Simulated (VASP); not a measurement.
These are PBEsol GGA, VASP's PBE PAW potentials (set 64) (plane waves; VASP) values and carry that method's errors.

Input for VASP

**INCAR**
```
SYSTEM = HfN
PREC = Accurate
ENCUT = 520
EDIFF = 1E-7
NELM = 100
ALGO = Normal
LREAL = .FALSE.
LASPH = .TRUE.
ISMEAR = -5
GGA = PS
LMAXMIX = 6
LWAVE = .FALSE.
LCHARG = .TRUE.
LORBIT = 11
NEDOS = 601
ISIF = 2
LEFG = .TRUE.
```

### KPOINTS
```
Automatic mesh
0
Gamma
13 13 6
0 0 0
```

### POSCAR
```
HfN
1
    3.1132633830     0.0000000000    -0.0000000000
   -1.5566316914     2.6961652672    -0.0000000000
    0.0000000000    -0.0000000000     5.6110065371
Hf N
2 2
Direct
  0.0000000000   0.0000000000   0.0000000000
  0.0000000000   0.0000000000   0.5000000000
  0.3333330000   0.6666670000   0.2500000000
  0.6666670000   0.3333330000   0.7500000000
```

POTCAR, in this order: Hf_pv N (PBE.64 set). Program: vasp_std.

What VASP printed:

### OUTCAR
```
 ion  position               nearest neighbor table
   1  0.000  0.000  0.000-   3 2.28   4 2.28   4 2.28   3 2.28   4 2.28   3 2.28   2 2.81   2 2.81
  LATTYP: Found a hexagonal cell.
 ALAT       =     3.1132633830
 C/A-ratio  =     1.8022909876
 Subroutine PRICEL returns:
 Original cell was already a primitive cell.
 Subroutine GETGRP returns: Found 24 space group operations
The static configuration has the point symmetry D_3d.
 The point group associated with its full space group is D_6h.
The dynamic configuration has the point symmetry D_3d.
 Subroutine INISYM returns: Found 24 space group operations
 Subroutine IBZKPT returns following result:
 Found     84 irreducible k-points:

 Following reciprocal coordinates:
            Coordinates               Weight
  0.000000  0.000000  0.000000      1.000000
  0.076923 -0.000000  0.000000      6.000000
  0.153846  0.000000  0.000000      6.000000
  0.230769 -0.000000  0.000000      6.000000
  0.307692  0.000000  0.000000      6.000000
  0.384615 -0.000000  0.000000      6.000000
  0.461538 -0.000000  0.000000      6.000000
  0.076923  0.076923  0.000000      6.000000
  0.153846  0.076923  0.000000     12.000000
  0.230769  0.076923  0.000000     12.000000
  0.307692  0.076923  0.000000     12.000000
  0.384615  0.076923  0.000000     12.000000
  0.461538  0.076923  0.000000      6.000000
  0.153846  0.153846  0.000000      6.000000
  0.230769  0.153846  0.000000     12.000000
  0.307692  0.153846  0.000000     12.000000
  0.384615  0.153846  0.000000     12.000000
  0.230769  0.230769  0.000000      6.000000
  0.307692  0.230769  0.000000     12.000000
  0.384615  0.230769  0.000000      6.000000
  0.307692  0.307692  0.000000      6.000000
  0.000000  0.000000  0.166667      2.000000
  0.076923 -0.000000  0.166667     12.000000
...
```

### OSZICAR
```
       N       E                     dE             d eps       ncg     rms          rms(c)
DAV:   1     0.127872777428E+03    0.12787E+03   -0.17072E+04  3192   0.156E+03
DAV:   2    -0.432231267431E+02   -0.17110E+03   -0.16648E+03  4325   0.353E+02
DAV:   3    -0.496727577752E+02   -0.64496E+01   -0.63778E+01  3914   0.581E+01
DAV:   4    -0.497584204385E+02   -0.85663E-01   -0.84859E-01  4270   0.665E+00
DAV:   5    -0.497593371792E+02   -0.91674E-03   -0.90022E-03  3953   0.514E-01    0.714E+01
DAV:   6    -0.446841161960E+02    0.50752E+01   -0.33439E+01  3599   0.297E+01    0.602E+01
DAV:   7    -0.445315665501E+02    0.15255E+00   -0.24167E+00  3675   0.101E+01    0.276E+01
DAV:   8    -0.444936723399E+02    0.37894E-01   -0.15866E-01  3813   0.284E+00    0.441E+00
DAV:   9    -0.444870819629E+02    0.65904E-02   -0.48862E-02  3706   0.135E+00    0.304E+00
DAV:  10    -0.444859972306E+02    0.10847E-02   -0.66801E-03  3632   0.537E-01    0.118E-01
DAV:  11    -0.444859973283E+02   -0.97701E-07   -0.25025E-04  3851   0.133E-01    0.536E-02
DAV:  12    -0.444859959246E+02    0.14036E-05   -0.96356E-06  4186   0.238E-02    0.632E-02
DAV:  13    -0.444859964361E+02   -0.51150E-06   -0.79425E-07  3747   0.669E-03    0.460E-03
DAV:  14    -0.444859965045E+02   -0.68360E-07   -0.46535E-08  2246   0.174E-03
   1 F= -.44485997E+02 E0= -.44485997E+02  d E =0.000000E+00
```

### OUTCAR
```
------------------------ aborting loop because EDIFF is reached ----------------------------------------
  FORCE on cell =-STRESS in cart. coord.  units (eV):
  Direction    XX          YY          ZZ          XY          YZ          ZX
  --------------------------------------------------------------------------------------
  Total        0.0616538      0.0616538     -0.2032399      0.0000000      0.0000000      0.0000000
  in kB        2.0973322      2.0973324     -6.9137951      0.0000000      0.0000000      0.0000000
  external PRESSURE =      -0.9063768 kB  Pullay stress =       0.0000000 kB
  volume of cell :       47.10
      direct lattice vectors                 reciprocal lattice vectors
     3.113263383  0.000000000  0.000000000     0.321206360  0.185448572  0.000000000
    -1.556631691  2.696165267  0.000000000     0.000000000  0.370897145  0.000000000
     0.000000000  0.000000000  5.611006537     0.000000000  0.000000000  0.178221143
 POSITION                                       TOTAL-FORCE (eV/Angst)
 -----------------------------------------------------------------------------------
      0.00000      0.00000      0.00000         0.000000      0.000000      0.000000
      0.00000      0.00000      2.80550         0.000000      0.000000      0.000000
     -0.00000      1.79744      1.40275        -0.000000     -0.000000      0.000000
      1.55663      0.89872      4.20825         0.000000     -0.000000     -0.000000
 -----------------------------------------------------------------------------------
    total drift:                                0.000000     -0.000000      0.000000
  FREE ENERGIE OF THE ION-ELECTRON SYSTEM (eV)
  ---------------------------------------------------
  free  energy   TOTEN  =       -44.4859965045 eV

  energy  without entropy=      -44.4859965045  energy(sigma->0) =      -44.48599650

 total charge

# of ion       s       p       d       tot
------------------------------------------
    1        0.313   6.598   1.808   8.719
    2        0.313   6.598   1.808   8.719
    3        1.227   2.476   0.000   3.704
    4        1.227   2.476   0.000   3.704
--------------------------------------------------
tot          3.080  18.148   3.617  24.845

 Electric field gradients after diagonalization (V/A^2)
 (convention: |V_zz| > |V_xx| > |V_yy|)
----------------------------------------------------------------------
 ion       V_xx      V_yy      V_zz     asymmetry (V_yy - V_xx)/ V_zz
----------------------------------------------------------------------
   1      76.088    76.086  -152.174       0.000
   2      76.088    76.086  -152.174       0.000
   3      -6.095    -6.095    12.190       0.000
   4      -6.095    -6.095    12.190       0.000
```
(Selected blocks of OUTCAR.)

File OUTCAR:
```
 val. band max:        7.8697243355   @ k =   0.1538   0.0769   0.5000

 cond. band min:       7.6397773740   @ k =   0.3846   0.0769   0.3333


 Fermi energy:         7.6228778677

 k-point     1 :       0.0000    0.0000    0.0000
  band No.  band energies     occupation
      1     -24.2620      2.00000
      2     -23.2074      2.00000
      3     -23.2074      2.00000
      4     -23.0584      2.00000
      5     -23.0584      2.00000
      6     -22.7866      2.00000
      7      -9.2542      2.00000
      8      -6.7749      2.00000
      9      -0.7698      2.00000
     10       2.5234      2.00000
     11       2.5234      2.00000
     12       4.6930      2.00000
     13       4.7254      2.00000
     14       5.3377      2.00000
     15       5.3377      2.00000
     16       8.5002      0.00000
     17       8.5002      0.00000
     18       8.5077      0.00000
     19       8.5077      0.00000

 k-point     2 :       0.0769   -0.0000    0.0000
  band No.  band energies     occupation
      1     -24.2474      2.00000
      2     -23.2653      2.00000
      3     -23.2193      2.00000
      4     -23.1063      2.00000
      5     -23.0687      2.00000
      6     -22.7802      2.00000
      7      -9.1339      2.00000
      8      -6.8451      2.00000
      9      -0.5898      2.00000
     10       2.5246      2.00000
     11       2.5624      2.00000
     12       4.4128      2.00000
     13       4.5641      2.00000
     14       5.0190      2.00000
     15       5.1447      2.00000
     16       8.4315      0.00000
     17       8.6860      0.00000
     18       8.7048      0.00000
     19       8.8113      0.00000

 k-point     3 :       0.1538    0.0000    0.0000
  band No.  band energies     occupation
      1     -24.2067      2.00000
      2     -23.4219      2.00000
      3     -23.2519      2.00000
      4     -23.2372      2.00000
      5     -23.0972      2.00000
      6     -22.7624      2.00000
      7      -8.8011      2.00000
...
```

For a metal the tetrahedron method with Blöchl corrections gives inexact stress and forces. Unless said otherwise, spin-orbit coupling is left out, though it shifts the bands of the heavy elements here.

The structure was generated: HfN was put into the NiAs type (P6_3/mmc), which need not be its known phase. It was relaxed first, which changed the volume by -53 %.
